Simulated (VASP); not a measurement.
# LiF (Griceite): structure and properties in VASP, part 2 of 4

Wanted: the relaxed cell of LiF (Griceite) and its properties. The start is a cell from a database of measured crystal structures.

VASP 6.6.1; PBE with D3(BJ); plane waves and PAW (Li_sv, F).

So far, gap on the k-mesh (eV): step 2 (full relaxation (PBE + D3(BJ))) 9.39.

## (4) Single point with fields (PBE + D3(BJ))

A single point on the relaxed cell gives a clean self-consistent state, with density, ELF and potential written out.

The input, INCAR:

```
SYSTEM = LiF
PREC = Accurate
ENCUT = 650
EDIFF = 1E-06
NELM = 100
ISMEAR = 0
SIGMA = 0.05
LREAL = .FALSE.
ALGO = Normal
GGA = PE
IVDW = 12
NBANDS = 11
LORBIT = 11
LWAVE = .FALSE.
LCHARG = .TRUE.
ISIF = 2
LELF = .TRUE.
LVHAR = .TRUE.
```

The input, POSCAR:

```
LiF
1.0
    0.0000000000      1.9919231069      1.9919231069
    1.9919231069      0.0000000000      1.9919231069
    1.9919231069      1.9919231069      0.0000000000
Li F
1 1
Direct
    0.0000000000      0.0000000000      0.0000000000
    0.5000000000      0.5000000000      0.5000000000
```

The input, KPOINTS:

```
Automatic mesh
0
Gamma
10 10 10
0 0 0
```

Potentials, in the order of the species: Li_sv and F (PBE family, release 64).

Launch:

```bash
$ mpirun -np 2 vasp_std
```

Output:

```text
[banner, memory and clock lines left out]
running    2 mpi-ranks, on    1 nodes
 distrk:  each k-point on    2 cores,    1 groups
 distr:  one band on    1 cores,    2 groups

 POSCAR found type information on POSCAR LiF
 POSCAR found :  2 types and       2 ions
 LDA part: xc-table for (Slater+PW92), standard interpolation
|                                                                             |
|           W    W    AA    RRRRR   N    N  II  N    N   GGGG   !!!           |
|           W    W   A  A   R    R  NN   N  II  NN   N  G    G  !!!           |
|           W    W  A    A  R    R  N N  N  II  N N  N  G       !!!           |
|           W WW W  AAAAAA  RRRRR   N  N N  II  N  N N  G  GGG   !            |
|           WW  WW  A    A  R   R   N   NN  II  N   NN  G    G                |
|           W    W  A    A  R    R  N    N  II  N    N   GGGG   !!!           |
|                                                                             |
|     The number of bands has been changed from the values supplied in        |
|     The orbitals not found in the WAVECAR file will be initialized with     |
|     random numbers, which is usually adequate. For correlated               |
|     calculations, however, you should redo the groundstate calculation.     |
|     I found NBANDS = 11. Now, NBANDS = 12.                                  |
|                                                                             |

 POSCAR, INCAR and KPOINTS ok, starting setup
 FFT: planning ... GRIDC
 FFT: planning ... GRID_SOFT
 FFT: planning ... GRID
 WAVECAR not read
 entering main loop
       N       E                     dE             d eps       ncg     rms          rms(c)
DAV:   1     0.418491260575E+02    0.41849E+02   -0.61591E+03  1136   0.100E+03
DAV:   2    -0.855374356945E+01   -0.50403E+02   -0.49164E+02  1352   0.214E+02
DAV:   3    -0.101185594112E+02   -0.15648E+01   -0.15602E+01  1456   0.332E+01
DAV:   4    -0.101385033457E+02   -0.19944E-01   -0.19943E-01  1288   0.408E+00
DAV:   5    -0.101386959234E+02   -0.19258E-03   -0.19258E-03  1468   0.311E-01    0.453E+00
DAV:   6    -0.962067672973E+01    0.51802E+00   -0.24246E+00  1260   0.981E+00    0.138E+00
DAV:   7    -0.962438599771E+01   -0.37093E-02   -0.19469E-02  1488   0.126E+00    0.863E-01
DAV:   8    -0.963059001420E+01   -0.62040E-02   -0.14880E-02  1412   0.132E+00    0.113E-01
DAV:   9    -0.963059655943E+01   -0.65452E-05   -0.93171E-04  1304   0.287E-01    0.446E-02
DAV:  10    -0.963067550495E+01   -0.78946E-04   -0.13567E-04  1280   0.953E-02    0.170E-02
DAV:  11    -0.963067823213E+01   -0.27272E-05   -0.65359E-06  1416   0.244E-02    0.331E-03
DAV:  12    -0.963067909951E+01   -0.86738E-06   -0.54366E-07  1264   0.660E-03
   1 F= -.99998203E+01 E0= -.99998203E+01  d E =-.429307E-14
```

Run time: 3.8 s. Hardware: 2 MPI ranks of Intel Xeon 6975P-C (Granite Rapids), shared host; peak memory 0.25 GiB; 5.9 s of CPU time.

From OUTCAR (step 4):

```text
The static configuration has the point symmetry O_h .

 Found     47 irreducible k-points:

   k-points           NKPTS =     47   k-points in BZ     NKDIM =     47   number of bands    NBANDS=     12

   NELECT =      10.0000    total number of electrons

 E-fermi :  -0.5720

 k-point     1 :       0.0000    0.0000    0.0000
  band No.  band energies     occupation
      1     -41.6618      2.00000
      2     -20.8870      2.00000
      3      -0.8214      2.00000
      4      -0.8214      2.00000
      5      -0.8214      2.00000
      6       8.5637      0.00000
      7      23.5899      0.00000
      8      23.5899      0.00000
      9      23.5899      0.00000
     10      23.8364      0.00000
    ...

 k-point     2 :       0.1000    0.0000    0.0000
  band No.  band energies     occupation
      1     -41.6552      2.00000
      2     -20.8459      2.00000
      3      -1.1190      2.00000
      4      -0.8452      2.00000
      5      -0.8452      2.00000
      6       8.8563      0.00000
      7      20.7825      0.00000
      8      22.2680      0.00000
      9      22.2680      0.00000
     10      24.9292      0.00000
    ...

 Edisp (eV)   -0.36914

  Total      -0.00728    -0.00728    -0.00728     0.00000    -0.00000     0.00000
  in kB      -0.73751    -0.73751    -0.73751     0.00000    -0.00000     0.00000
  external pressure =       -0.74 kB  Pullay stress =        0.00 kB

 POSITION                                       TOTAL-FORCE (eV/Angst)
 -----------------------------------------------------------------------------------
      0.00000      0.00000      0.00000         0.000000      0.000000      0.000000
      1.99192      1.99192      1.99192        -0.000000     -0.000000     -0.000000
 -----------------------------------------------------------------------------------
    total drift:                               -0.000000     -0.000000      0.000000

  FREE ENERGIE OF THE ION-ELECTRON SYSTEM (eV)
  ---------------------------------------------------
  free  energy   TOTEN  =        -9.9998202580 eV

  energy  without entropy=       -9.9998202580  energy(sigma->0) =       -9.99982026

[... 8 parts as in an earlier step ...]

[... 5 further parts left out ...]
```

This step gave:

- SCF cycles: 12
- bands: 12
- Fermi energy: -0.572 eV
- pressure: -0.07375 GPa

Valence electrons inside each PAW sphere by angular momentum. Sphere charges, by row:

```
atom  s (e)  p (e)  d (e)  tot (e)
 Li1  2.019  0.051      0     2.07
  F2  1.725  4.422      0    6.146
```

Electrostatic potential energy in the ac plane of the conventional cell at fractional y = 0.000, with atoms of Li and F within 0.2 Å of it. With pseudopotentials it is smooth inside the atoms' cores, unlike the true potential.

Ten even steps from '_' (-52 eV) to '@' (6 eV), each cell a mean:
```
..++%%@@@@++____::%%@@@@##--
**%%@@@@@@%%++==##@@@@@@%%##
@@@@@@@@@@@@@@@@@@@@@@@@@@@@
@@@@@@@@@@@@@@@@@@@@@@@@@@@@
##%%@@@@@@@@%%%%%%@@@@@@@@%%
..==%%@@@@%%++--**%%@@@@##::
__..##@@@@**..__--%%@@@@==__
__::%%@@@@##--..++%%@@@@++__
==##@@@@@@%%##**%%@@@@@@%%++
@@@@@@@@@@@@@@@@@@@@@@@@@@@@
@@@@@@@@@@@@@@@@@@@@@@@@@@@@
%%%%@@@@@@@@%%##%%@@@@@@@@%%
--**%%@@@@##::..==%%@@@@%%++
__--%%@@@@==____..##@@@@**..
```
Columns run along a (4.0 Å; values clipped at the 3rd and 97th percentile), rows up along c (4.0 Å), edges of the conventional cell, whose origin can differ from the input's. Atoms in or near the plane, at fractional coordinates: Li at (0.00, 0.00), Li at (0.50, 0.50), F at (0.50, 0.00), F at (0.00, 0.50).

Valence density in the ac plane of the conventional cell at fractional y = 0.000, with atoms of Li and F within 0.2 Å of it. It is the smooth field of the valence electrons, not physical close to the nuclei.

Ten even steps from '_' (0 e/Å³) to '@' (13 e/Å³), each cell a mean:
```
==..______::**##==..______--
____________::::..__________
____________________________
____________________________
..________________________..
++--________..::..______..==
@@++..______==**::______::##
##==..______--==..______::**
::..______________________::
____________________________
____________________________
____________....____________
::..______..==++--________..
**::______::##@@++..______==
```
Columns run along a (4.0 Å), rows up along c (4.0 Å), edges of the conventional cell, whose origin can differ from the input's. Atoms in or near the plane, at fractional coordinates: Li at (0.00, 0.00), Li at (0.50, 0.50), F at (0.50, 0.00), F at (0.00, 0.50).

ELF in the ac plane of the conventional cell at fractional y = 0.000, with atoms of Li and F within 0.2 Å of it. It is the smooth field of the valence electrons, not physical close to the nuclei.

Ten even steps from '_' (0.03) to '@' (0.97), each cell a mean:
```
@@**__::**%%##**##%%++__::%%
--..__..++##%%%%%%##--____::
________::++**##**==..______
++==::____..::::..____..--++
%%##**::______..______==##%%
##%%##==__..**##==__..**%%##
**##%%++__--@@@@##..::##%%**
**##%%++__::%%@@**__::**%%##
%%%%##--____::--..__..++##%%
##**==..______________::++**
::..____..--++++==::____..::
..______==##%%%%##**::______
##==__..**%%####%%##==__..**
@@##..::##%%****##%%++__--@@
```
Columns run along a (4.0 Å), rows up along c (4.0 Å), edges of the conventional cell, whose origin can differ from the input's. Atoms in or near the plane, at fractional coordinates: Li at (0.00, 0.00), Li at (0.50, 0.50), F at (0.50, 0.00), F at (0.00, 0.50).

In this run the pressure is -0.07 GPa, small enough to go on; single stress components reach 0.07 GPa.

## (5) Band structure (PBE + D3(BJ))

The mesh alone shows little of the dispersion and can miss band extrema, so KPOINTS_OPT adds a path through the symmetry points after the self-consistent cycle.

The input, INCAR:

```
SYSTEM = LiF
PREC = Accurate
ENCUT = 650
EDIFF = 1E-06
NELM = 100
ISMEAR = 0
SIGMA = 0.05
LREAL = .FALSE.
ALGO = Normal
GGA = PE
IVDW = 12
NBANDS = 17
LORBIT = 11
LWAVE = .FALSE.
LCHARG = .FALSE.
KPAR = 2
```

POSCAR is that of step 4.

KPOINTS is that of step 4.

The input, KPOINTS_OPT:

```
Line mode
16
Line-mode
Reciprocal
  0.00000000   0.00000000   0.00000000 GAMMA
  0.50000000   0.00000000   0.50000000 X

  0.50000000   0.00000000   0.50000000 X
  0.50000000   0.25000000   0.75000000 W

  0.50000000   0.25000000   0.75000000 W
  0.37500000   0.37500000   0.75000000 K

  0.37500000   0.37500000   0.75000000 K
  0.00000000   0.00000000   0.00000000 GAMMA

  0.00000000   0.00000000   0.00000000 GAMMA
  0.50000000   0.50000000   0.50000000 L

  0.50000000   0.50000000   0.50000000 L
  0.62500000   0.25000000   0.62500000 U

  0.62500000   0.25000000   0.62500000 U
  0.50000000   0.25000000   0.75000000 W

  0.50000000   0.25000000   0.75000000 W
  0.50000000   0.50000000   0.50000000 L

  0.50000000   0.50000000   0.50000000 L
  0.37500000   0.37500000   0.75000000 K

  0.62500000   0.25000000   0.62500000 U
  0.50000000   0.00000000   0.50000000 X
```

Launch:

```bash
$ mpirun -np 2 vasp_std
```

Output:

```text
[... set-up lines as in an earlier step ...]
 entering main loop
       N       E                     dE             d eps       ncg     rms          rms(c)
DAV:   1     0.441831455222E+02    0.44183E+02   -0.56967E+03  1606   0.699E+02
DAV:   2    -0.880755093728E+01   -0.52991E+02   -0.51583E+02  2160   0.181E+02
DAV:   3    -0.101320992162E+02   -0.13245E+01   -0.13213E+01  1839   0.246E+01
DAV:   4    -0.101386729388E+02   -0.65737E-02   -0.65733E-02  1973   0.184E+00
DAV:   5    -0.101386979012E+02   -0.24962E-04   -0.24962E-04  1870   0.102E-01    0.453E+00
DAV:   6    -0.962052241743E+01    0.51818E+00   -0.20256E+00  1882   0.693E+00    0.138E+00
DAV:   7    -0.962447309279E+01   -0.39507E-02   -0.19212E-02  2165   0.966E-01    0.865E-01
DAV:   8    -0.963061272240E+01   -0.61396E-02   -0.13362E-02  2078   0.939E-01    0.119E-01
DAV:   9    -0.963059349964E+01    0.19223E-04   -0.88301E-04  1954   0.218E-01    0.456E-02
DAV:  10    -0.963067523652E+01   -0.81737E-04   -0.12832E-04  1908   0.714E-02    0.214E-02
DAV:  11    -0.963067808374E+01   -0.28472E-05   -0.91567E-06  1954   0.216E-02    0.350E-03
DAV:  12    -0.963067915511E+01   -0.10714E-05   -0.58120E-07  1943   0.543E-03    0.801E-04
DAV:  13    -0.963067909078E+01    0.64335E-07   -0.78909E-08   929   0.170E-03
   1 F= -.99998202E+01 E0= -.99998202E+01  d E =-.114573E-37
 Start KPOINTS_OPT (optional k-point list driver)
k-point batch [1-47\160]
       N       E                     dE             ncg
DAV:   1    -0.401871002656E+04   -0.26824E+05     1622
DAV:   2    -0.639631598303E+04   -0.23776E+04     2143
DAV:   3    -0.645116130032E+04   -0.54845E+02     1888
DAV:   4    -0.645140497319E+04   -0.24367E+00     1991
DAV:   5    -0.645140632718E+04   -0.13540E-02     1894
DAV:   6    -0.645140633939E+04   -0.12213E-04     1975
DAV:   7    -0.645140633956E+04   -0.17329E-06     1807
[...]
k-point batch [142-160\160]
       N       E                     dE             ncg
DAV:   1     0.138183910128E+05   -0.12546E+05      646
DAV:   2     0.129200671217E+05   -0.89832E+03      860
DAV:   3     0.128989999209E+05   -0.21067E+02      843
DAV:   4     0.128989403970E+05   -0.59524E-01      816
DAV:   5     0.128989401834E+05   -0.21362E-03      848
DAV:   6     0.128989401824E+05   -0.10571E-05      801
DAV:   7     0.128989401824E+05   -0.61300E-08      855
```

It took 12 s on 2 MPI ranks; peak memory 0.29 GiB; 20 s of CPU time.

From OUTCAR (step 5):

```text
   k-points           NKPTS =     47   k-points in BZ     NKDIM =     47   number of bands    NBANDS=     17

   NELECT =      10.0000    total number of electrons

 E-fermi :  -0.3775

 k-point     1 :       0.0000    0.0000    0.0000
  band No.  band energies     occupation
      1     -41.6614      2.00000
      2     -20.8871      2.00000
      3      -0.8215      2.00000
      4      -0.8215      2.00000
      5      -0.8215      2.00000
      6       8.5637      0.00000
      7      23.5900      0.00000
      8      23.5900      0.00000
      9      23.5900      0.00000
     10      23.8364      0.00000
    ...

 Edisp (eV)   -0.36914

  Total      -0.00561    -0.00561    -0.00561     0.00000     0.00000     0.00000
  in kB      -0.56842    -0.56842    -0.56842     0.00000     0.00000     0.00000
  external pressure =       -0.57 kB  Pullay stress =        0.00 kB

  FREE ENERGIE OF THE ION-ELECTRON SYSTEM (eV)
  ---------------------------------------------------
  free  energy   TOTEN  =        -9.9998202493 eV

  energy  without entropy=       -9.9998202493  energy(sigma->0) =       -9.99982025

[... 9 parts as in an earlier step ...]

[... 8 further parts left out ...]
```

This step gave:

- SCF cycles: 13
- bands: 17
- Fermi energy: -0.3775 eV
- pressure: -0.05684 GPa
- least gap on mesh and path: 9.384 eV
- least direct gap on mesh and path: 9.385 eV
- valence top at k: 0.05, 0.05, 0.1

The electronic bands at the labelled points (eV, zero at the valence-band top; v1 is the highest filled band, c1 the lowest empty one):

```
          point     v3     v2     v1     c1     c2
              Γ   0.00   0.00   0.00   9.38  24.41
0.53 of the way  -1.65  -0.59  -0.59  12.00  18.66
              X  -3.15  -1.05  -1.05  15.12  16.63
0.53 of the way  -2.84  -1.44  -0.93  15.15  15.87
              W  -2.18  -2.18  -0.83  15.32  15.32
0.47 of the way  -2.49  -1.81  -0.81  15.06  15.22
              K  -2.62  -1.63  -0.77  14.72  15.20
0.53 of the way  -1.45  -0.70  -0.07  11.17  17.53
              Γ   0.00   0.00   0.00   9.38  24.41
0.53 of the way  -1.56  -0.14  -0.14  10.70  18.02
              L  -2.62  -0.24  -0.24  10.95  17.13
0.47 of the way  -2.49  -1.00  -0.42  12.18  16.29
              U  -2.62  -1.63  -0.77  14.72  15.20
0.53 of the way  -2.49  -1.81  -0.81  15.06  15.22
              W  -2.18  -2.18  -0.83  15.32  15.32
0.47 of the way  -2.41  -1.39  -0.53  12.94  15.95
              L  -2.62  -0.24  -0.24  10.95  17.13
0.47 of the way  -2.49  -1.00  -0.42  12.18  16.29
              K  -2.62  -1.63  -0.77  14.72  15.20
      jump to U  -2.62  -1.63  -0.77  14.72  15.20
0.47 of the way  -2.99  -1.26  -0.96  15.13  15.94
              X  -3.15  -1.05  -1.05  15.12  16.63
```

Of the projections kept (Li, F), the largest for each band there, as a share of the weight inside these atoms' spheres; weight between the spheres isn't counted:

```
point      v3      v2      v1       c1       c2
    Γ  F 0.99  F 0.99  F 0.99  Li 0.50  Li 0.97
    X  F 0.96  F 0.98  F 0.98   F 0.61        -
    W  F 0.97  F 0.97  F 0.98   F 0.56   F 0.56
    K  F 0.97  F 0.97  F 0.99  Li 0.62   F 0.58
    Γ  F 0.99  F 0.99  F 0.99  Li 0.50  Li 0.97
    L  F 0.95  F 1.00  F 1.00  Li 0.71   F 0.71
```

The electronic bands as a text plot (rows in eV, shown from -3.1 to 15.2 only):

```
   14.8 |       ++++   ++                      ++  +         ++++
   14.0 |      +         ++                   +     +
   13.3 |                                    +              +
   12.5 |     +            ++               +        +     +
   11.7 |    +               +             +          +   +
   11.0 |   +                 +       +++++            +++
   10.2 |  +                   +    ++
    9.4 |++                     ++++
    8.7 |
    7.9 |
    7.2 |
    6.4 |
    5.6 |
    4.9 |
    4.1 |
    3.3 |
    2.6 |
    1.8 |
    1.0 |
    0.3 |*                    ********
   -0.5 | *****      ************  ** ************************
   -1.2 |   *  ******       ****     **     **       *     ** ***
   -2.0 |    **     **********         *      *******        *
   -2.8 |      ******* ***              *********    ************
         Γ       X    W  K        Γ      L     U  W     L   K|U X
```

The path finds the gap of the mesh within 0.02 eV, so the mesh comes close to both band edges.

(Continued in part 3 of 4.)

[Lines on the potential files, build, host, timing and source positions are cut from VASP's logs without a mark.]

[Logs are printed without paths, hosts, clocks, repeated set-up lines and the standing remarks that a program may print on its own settings, such as how far it seeks lower states.]

[Hosts, paths, dates, database ids (printed as entryN), source tags and the programs' standing remarks are cut or masked in the printed files.]

[A measured line is paired with the nearest computed mode of its activity, which favours agreement.]

[In band tables of VASP the shares of atoms and orbitals are scaled to a sum of 1 inside the atoms' spheres.]
